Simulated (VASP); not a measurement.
Computed with r2SCAN meta-GGA, VASP's PBE PAW potentials (set 64) (plane waves; VASP).

Input for VASP

File POSCAR:
```
Lu
1.0
  1.7500000000  -3.0310890000   0.0000000000
  1.7500000000   3.0310890000   0.0000000000
  0.0000000000   0.0000000000   5.5500000000
Lu
2
direct
  0.3333330000   0.6666670000   0.2500000000
  0.6666670000   0.3333330000   0.7500000000
```

File KPOINTS:
```
Automatic mesh
0
Gamma
11 11 6
0 0 0
```

**INCAR**
```
SYSTEM = Lu
PREC = Accurate
ENCUT = 520
EDIFF = 1E-6
NELM = 100
ALGO = Normal
LREAL = .FALSE.
LASPH = .TRUE.
ISMEAR = 1
SIGMA = 0.1
METAGGA = R2SCAN
LMIXTAU = .TRUE.
LMAXMIX = 6
LWAVE = .FALSE.
LCHARG = .FALSE.
IBRION = 2
ISIF = 3
NSW = 60
EDIFFG = -0.01
```

POTCAR, in this order: Lu_3 (PBE.64 set). Program: vasp_std.

The resulting files:

File OUTCAR:
```
 ion  position               nearest neighbor table
   1  0.333  0.667  0.250-   2 3.43   2 3.43   2 3.43   2 3.43   2 3.43   2 3.43
   2  0.667  0.333  0.750-   1 3.43   1 3.43   1 3.43   1 3.43   1 3.43   1 3.43
  LATTYP: Found a hexagonal cell.
 ALAT       =     3.5000000751
 C/A-ratio  =     1.5857142517
 Subroutine PRICEL returns:
 Original cell was already a primitive cell.
 Subroutine GETGRP returns: Found 24 space group operations
The static configuration has the point symmetry D_3d.
 The point group associated with its full space group is D_6h.
The dynamic configuration has the point symmetry D_3d.
 Subroutine INISYM returns: Found 24 space group operations
 Subroutine IBZKPT returns following result:
 Found     64 irreducible k-points:

 Following reciprocal coordinates:
            Coordinates               Weight
  0.000000  0.000000  0.000000      1.000000
  0.090909  0.000000  0.000000      6.000000
  0.181818  0.000000  0.000000      6.000000
  0.272727  0.000000  0.000000      6.000000
  0.363636  0.000000  0.000000      6.000000
  0.454545  0.000000  0.000000      6.000000
  0.090909  0.090909  0.000000      6.000000
  0.181818  0.090909  0.000000     12.000000
  0.272727  0.090909  0.000000     12.000000
  0.363636  0.090909  0.000000     12.000000
  0.454545  0.090909  0.000000      6.000000
  0.181818  0.181818  0.000000      6.000000
  0.272727  0.181818  0.000000     12.000000
  0.363636  0.181818  0.000000     12.000000
  0.272727  0.272727  0.000000      6.000000
  0.363636  0.272727  0.000000      6.000000
  0.000000  0.000000  0.166667      2.000000
  0.090909  0.000000  0.166667     12.000000
  0.181818  0.000000  0.166667     12.000000
  0.272727  0.000000  0.166667     12.000000
  0.363636  0.000000  0.166667     12.000000
  0.454545  0.000000  0.166667     12.000000
  0.090909  0.090909  0.166667     12.000000
  0.181818  0.090909  0.166667     24.000000
  0.272727  0.090909  0.166667     24.000000
  0.363636  0.090909  0.166667     24.000000
  0.454545  0.090909  0.166667     12.000000
  0.181818  0.181818  0.166667     12.000000
  0.272727  0.181818  0.166667     24.000000
  0.363636  0.181818  0.166667     24.000000
  0.272727  0.272727  0.166667     12.000000
  0.363636  0.272727  0.166667     12.000000
  0.000000  0.000000  0.333333      2.000000
  0.090909  0.000000  0.333333     12.000000
  0.181818  0.000000  0.333333     12.000000
  0.272727  0.000000  0.333333     12.000000
  0.363636  0.000000  0.333333     12.000000
  0.454545  0.000000  0.333333     12.000000
  0.090909  0.090909  0.333333     12.000000
  0.181818  0.090909  0.333333     24.000000
   k-points           NKPTS =     64   k-points in BZ     NKDIM =     64   number of bands    NBANDS=     13
   number of dos      NEDOS =    301   number of ions     NIONS =      2
   total plane-waves  NPLWV =  32928
   dimension x,y,z NGX =    28 NGY =   28 NGZ =   42
   dimension x,y,z NGXF=    56 NGYF=   56 NGZF=   84
   ions per type =               2
   PREC   = accura    normal or accurate (medium, high low for compatibility)
   ISTART =      0    job   : 0-new  1-cont  2-samecut
   ICHARG =      2    charge: 1-file 2-atom 10-const
   ISPIN  =      1    spin polarized calculation?
   LNONCOLLINEAR =      F non collinear calculations
   LSORBIT =      F    spin-orbit coupling
   INIWAV =      1    electr: 0-lowe 1-rand  2-diag
   ENCUT  =  520.0 eV  38.22 Ry    6.18 a.u.   6.51  6.51 10.32*2*pi/ulx,y,z
   NELM   =    100;   NELMIN=  2; NELMDL= -5     # of ELM steps
   EDIFF  = 0.1E-05   stopping-criterion for ELM
   LREAL  =      F    real-space projection
...
```

File OSZICAR:
```
       N       E                     dE             d eps       ncg     rms          rms(c)
DAV:   1    -0.187792722871E+02   -0.18779E+02   -0.90007E+03  2739   0.154E+03
DAV:   2    -0.751518578679E+02   -0.56373E+02   -0.55001E+02  2835   0.757E+02
DAV:   3    -0.777236586020E+02   -0.25718E+01   -0.24395E+01  3081   0.707E+01
DAV:   4    -0.778149718261E+02   -0.91313E-01   -0.87455E-01  2983   0.102E+01
DAV:   5    -0.778201575167E+02   -0.51857E-02   -0.49367E-02  2878   0.231E+00    0.310E+01
DAV:   6    -0.763915067403E+02    0.14287E+01   -0.50820E-01  2656   0.174E+01    0.162E+01
DAV:   7    -0.749790849802E+02    0.14124E+01   -0.46706E-01  3056   0.126E+01    0.534E-01
DAV:   8    -0.762925230211E+02   -0.13134E+01   -0.45172E-01  3113   0.834E+00    0.283E+00
DAV:   9    -0.761711615958E+02    0.12136E+00   -0.59881E-02  2748   0.351E+00    0.942E-01
DAV:  10    -0.761567726401E+02    0.14389E-01   -0.24764E-03  2745   0.859E-01    0.959E-01
DAV:  11    -0.761651997764E+02   -0.84271E-02   -0.11792E-02  2589   0.154E+00    0.551E-01
DAV:  12    -0.761549927200E+02    0.10207E-01   -0.26925E-02  2557   0.189E+00    0.116E-01
DAV:  13    -0.761558896031E+02   -0.89688E-03   -0.16412E-03  2656   0.608E-01    0.127E-01
DAV:  14    -0.761558935535E+02   -0.39504E-05   -0.25203E-05  2783   0.795E-02    0.108E-01
DAV:  15    -0.761554974352E+02    0.39612E-03   -0.36823E-04  2867   0.229E-01    0.980E-02
DAV:  16    -0.761554953683E+02    0.20669E-05   -0.29669E-05  2547   0.618E-02    0.107E-01
DAV:  17    -0.761554318534E+02    0.63515E-04   -0.67943E-06  2610   0.330E-02    0.310E-02
DAV:  18    -0.761554966801E+02   -0.64827E-04   -0.62066E-05  2547   0.944E-02    0.210E-02
DAV:  19    -0.761554680611E+02    0.28619E-04   -0.11196E-05  2741   0.515E-02    0.879E-03
DAV:  20    -0.761554803287E+02   -0.12268E-04   -0.61825E-06  2351   0.321E-02    0.528E-03
DAV:  21    -0.761554769168E+02    0.34119E-05   -0.42166E-07  1052   0.190E-02    0.231E-03
DAV:  22    -0.761554777599E+02   -0.84312E-06   -0.25634E-07  1042   0.201E-02
   1 F= -.76155478E+02 E0= -.76155582E+02  d E =-.761555E+02
       N       E                     dE             d eps       ncg     rms          rms(c)
DAV:   1    -0.761634569316E+02   -0.79800E-02   -0.30571E-01  2448   0.114E+01    0.491E-01
DAV:   2    -0.761595259694E+02    0.39310E-02   -0.13695E-02  2737   0.173E+00    0.302E-01
DAV:   3    -0.761583197656E+02    0.12062E-02   -0.15389E-03  2782   0.885E-01    0.158E-01
DAV:   4    -0.761580356893E+02    0.28408E-03   -0.10709E-03  3028   0.578E-01    0.896E-02
DAV:   5    -0.761580809725E+02   -0.45283E-04   -0.88403E-05  2799   0.128E-01    0.593E-02
DAV:   6    -0.761581128538E+02   -0.31881E-04   -0.24941E-05  2639   0.601E-02    0.487E-03
DAV:   7    -0.761581192054E+02   -0.63516E-05   -0.23664E-05  2610   0.594E-02    0.443E-03
DAV:   8    -0.761581179894E+02    0.12159E-05   -0.25247E-07  1052   0.124E-02    0.360E-03
DAV:   9    -0.761581183640E+02   -0.37456E-06   -0.10804E-07  1057   0.137E-02
   2 F= -.76158118E+02 E0= -.76158365E+02  d E =-.264060E-02
       N       E                     dE             d eps       ncg     rms          rms(c)
DAV:   1    -0.761613861416E+02   -0.32682E-02   -0.16274E-01  2456   0.838E+00    0.376E-01
DAV:   2    -0.761592018075E+02    0.21843E-02   -0.72870E-03  2716   0.126E+00    0.191E-01
DAV:   3    -0.761584612386E+02    0.74057E-03   -0.96197E-04  2741   0.705E-01    0.835E-02
DAV:   4    -0.761583391582E+02    0.12208E-03   -0.51905E-04  3041   0.383E-01    0.522E-02
DAV:   5    -0.761583673523E+02   -0.28194E-04   -0.45677E-05  2798   0.905E-02    0.325E-02
DAV:   6    -0.761583863686E+02   -0.19016E-04   -0.12883E-05  2619   0.428E-02    0.348E-03
DAV:   7    -0.761583903205E+02   -0.39519E-05   -0.10655E-05  2586   0.405E-02    0.277E-03
DAV:   8    -0.761583892142E+02    0.11063E-05   -0.14309E-07  1002   0.918E-03    0.202E-03
DAV:   9    -0.761583895861E+02   -0.37191E-06   -0.56317E-08   997   0.114E-02
   3 F= -.76158390E+02 E0= -.76158794E+02  d E =-.291183E-02
       N       E                     dE             d eps       ncg     rms          rms(c)
DAV:   1    -0.761587360580E+02   -0.34684E-03   -0.15078E-02  2456   0.254E+00    0.119E-01
DAV:   2    -0.761585718204E+02    0.16424E-03   -0.68712E-04  2721   0.392E-01    0.563E-02
DAV:   3    -0.761585127239E+02    0.59097E-04   -0.93448E-05  2751   0.221E-01    0.240E-02
DAV:   4    -0.761584937747E+02    0.18949E-04   -0.49160E-05  3057   0.117E-01    0.164E-02
DAV:   5    -0.761584906761E+02    0.30986E-05   -0.29339E-06  1661   0.261E-02    0.106E-02
DAV:   6    -0.761584856879E+02    0.49882E-05   -0.54572E-07   997   0.239E-02    0.237E-03
DAV:   7    -0.761584840764E+02    0.16114E-05   -0.40869E-07   947   0.287E-02    0.685E-04
DAV:   8    -0.761584844422E+02   -0.36578E-06   -0.25599E-07   922   0.186E-02
   4 F= -.76158484E+02 E0= -.76158845E+02  d E =-.300668E-02
       N       E                     dE             d eps       ncg     rms          rms(c)
DAV:   1    -0.761584900069E+02   -0.59304E-05   -0.27307E-04  2477   0.340E-01    0.165E-02
DAV:   2    -0.761584817280E+02    0.82789E-05   -0.12246E-05  2667   0.536E-02    0.768E-03
DAV:   3    -0.761584791792E+02    0.25488E-05   -0.73333E-07  1022   0.292E-02    0.347E-03
DAV:   4    -0.761584793156E+02   -0.13637E-06   -0.48585E-07   892   0.258E-02
   5 F= -.76158479E+02 E0= -.76158846E+02  d E =-.300156E-02
       N       E                     dE             d eps       ncg     rms          rms(c)
DAV:   1    -0.761594605410E+02   -0.98136E-03   -0.36010E-02  2088   0.508E+00    0.268E-01
DAV:   2    -0.761590190420E+02    0.44150E-03   -0.27057E-03  2638   0.879E-01    0.959E-02
DAV:   3    -0.761587450534E+02    0.27399E-03   -0.39271E-04  2580   0.464E-01    0.406E-02
DAV:   4    -0.761586892613E+02    0.55792E-04   -0.18003E-04  2655   0.249E-01    0.243E-02
DAV:   5    -0.761586658123E+02    0.23449E-04   -0.32963E-05  2759   0.692E-02    0.722E-03
DAV:   6    -0.761586603560E+02    0.54564E-05   -0.43565E-06  1711   0.379E-02    0.253E-03
DAV:   7    -0.761586564858E+02    0.38702E-05   -0.51516E-07   892   0.253E-02    0.135E-03
DAV:   8    -0.761586580857E+02   -0.15999E-05   -0.31274E-07   852   0.208E-02    0.956E-04
DAV:   9    -0.761586581954E+02   -0.10965E-06   -0.23717E-07   862   0.163E-02
   6 F= -.76158658E+02 E0= -.76159001E+02  d E =-.178880E-03
       N       E                     dE             d eps       ncg     rms          rms(c)
DAV:   1    -0.761586789657E+02   -0.20880E-04   -0.47890E-04  2201   0.582E-01    0.298E-02
DAV:   2    -0.761586599425E+02    0.19023E-04   -0.31528E-05  2623   0.105E-01    0.108E-02
DAV:   3    -0.761586538840E+02    0.60586E-05   -0.48572E-06  2132   0.523E-02    0.468E-03
DAV:   4    -0.761586552579E+02   -0.13740E-05   -0.10274E-06   887   0.327E-02    0.353E-03
DAV:   5    -0.761586598369E+02   -0.45790E-05   -0.75742E-07   950   0.215E-02    0.991E-04
DAV:   6    -0.761586601819E+02   -0.34502E-06   -0.31742E-07   847   0.239E-02
   7 F= -.76158660E+02 E0= -.76159006E+02  d E =-.180866E-03
```

### OUTCAR
```
------------------------ aborting loop because EDIFF is reached ----------------------------------------
  FORCE on cell =-STRESS in cart. coord.  units (eV):
  Direction    XX          YY          ZZ          XY          YZ          ZX
  --------------------------------------------------------------------------------------
  Total       -0.0144603     -0.0144603      0.0088577      0.0000000     -0.0000000      0.0000000
  in kB       -0.3963131     -0.3963131      0.2427637      0.0000000     -0.0000000      0.0000000
  external PRESSURE =      -0.1832875 kB  Pullay stress =       0.0000000 kB
  volume of cell :       58.46
      direct lattice vectors                 reciprocal lattice vectors
     1.756559854 -3.042451002  0.000000000     0.284647289 -0.164341184  0.000000000
     1.756559854  3.042451002 -0.000000000     0.284647289  0.164341184 -0.000000000
     0.000000000  0.000000000  5.469304244     0.000000000  0.000000000  0.182838613
 POSITION                                       TOTAL-FORCE (eV/Angst)
 -----------------------------------------------------------------------------------
      1.75656      1.01415      1.36733         0.000000     -0.000000      0.000000
      1.75656     -1.01415      4.10198        -0.000000      0.000000      0.000000
 -----------------------------------------------------------------------------------
    total drift:                                0.000002      0.000070     -0.000011
  FREE ENERGIE OF THE ION-ELECTRON SYSTEM (eV)
  ---------------------------------------------------
  free  energy   TOTEN  =       -76.1586601819 eV

  energy  without entropy=      -76.1596965094  energy(sigma->0) =      -76.15900562

 reached required accuracy - stopping structural energy minimisation
```
(Selected blocks of OUTCAR.)

**CONTCAR**
```
Lu
   1.00000000000000
     1.7565598542731420   -3.0424510018686912    0.0000000000000000
     1.7565598542731420    3.0424510018686912   -0.0000000000000000
     0.0000000000000000    0.0000000000000000    5.4693042437728572
  Lu
     2
Direct
     0.3333330000000032    0.6666669999999968    0.2500000000000000
     0.6666669999999968    0.3333330000000032    0.7500000000000000
```

The compound is Lu in the hcp structure. This run relaxes it. Symmetry was kept, so distortions that lower it aren't found.
